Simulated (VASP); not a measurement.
Input for VASP

**KPOINTS**
```
kpoints
0
Gamma
12 12 12
0 0 0
```

### POSCAR
```
Na
1
   -2.1135408017     2.1135408017     2.1135408017
    2.1135408017    -2.1135408017     2.1135408017
    2.1135408017     2.1135408017    -2.1135408017
Na
1
Direct
  0.0000000000   0.0000000000   0.0000000000
```

INCAR:
```
SYSTEM  =  Na
PREC  =  Accurate; ENCUT  =  520; LREAL  =  .FALSE.
LASPH  =  .TRUE.
EDIFF  =  1E-7; NELM  =  100; ALGO  =  Normal
ISMEAR  =  1; SIGMA  =  0.1
GGA  =  PE; IVDW  =  13
ISIF  =  2
LWAVE  =  .FALSE.; LCHARG  =  .FALSE.
```

POTCAR, in this order: Na_pv (PBE.64 set). Program: vasp_std.

Problem. Translate this PBE-D4 calculation to Ansatz.

Solution. One equivalent input (not run):
Ansatz 0.2 input:
```yaml
crystal:
  lattice:
    - [-2.1135408, 2.1135408, 2.1135408]
    - [2.1135408, -2.1135408, 2.1135408]
    - [2.1135408, 2.1135408, -2.1135408]
  atoms:
    - { symbol: Na, position: [0.0000000, 0.0000000, 0.0000000] }
kpoints:
  mp_grid: { grid: [12, 12, 12] }
hamiltonian:
  xc: pbe
  dispersion: d4
  pseudopotentials: { kind: paw }
scf:
  occupations: { method: methfessel_paxton, width: 0.1 }
  max_iter: 100
output: { forces: true, stress: true, eigenvalues: true }
```
What does not carry over: each code has its own PAW files, so the cut-off isn't converted (ENCUT is set for VASP's; basis.ecutwfc is left out, and Ansatz then takes the one that its files recommend); Ansatz stops its SCF on the density residual and VASP on the energy change (EDIFF).

The compound is Na in the bcc structure. This cell is one point of a volume scan, at 1.03 of the reference volume.
